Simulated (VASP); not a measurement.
Consider the following.

```yaml
crystal:
  lattice:
    - [3.23571, 0.00000, 0.00000]
    - [-1.61785, 2.80220, 0.00000]
    - [0.00000, 0.00000, 5.42324]
  atoms:
    - { symbol: Li, position: [0.66667, 0.33333, 0.38258] }
    - { symbol: Li, position: [0.33333, 0.66667, 0.61742] }
    - { symbol: Hf, position: [0.00000, 0.00000, 0.00000] }
    - { symbol: N, position: [0.66667, 0.33333, 0.77916] }
    - { symbol: N, position: [0.33333, 0.66667, 0.22084] }
```

These are r2SCAN meta-GGA with spin-orbit coupling, VASP's PBE PAW potentials (set 64) (plane waves; VASP) values and carry that method's errors. Settings: 520 eV cut-off, 7×7×4 Γ-centred mesh, Gaussian smearing of 0.050 eV, potentials Li_sv Hf_pv N.

Question: Predict the energy per atom (σ→0), band gap (over mesh and band path) with the smallest direct gap where there is one.

Answer: 
```yaml
band gap (over mesh and band path): 2.27 eV
smallest direct gap (over mesh and band path): 3.08 eV
energy per atom (σ→0): -15.189 eV/atom
```

Only differences to runs with the same potentials and settings are physical.

The structure comes from a computed database's Li2HfN2 entry (P-3m1); how it stands against other phases isn't given here. It was relaxed first.
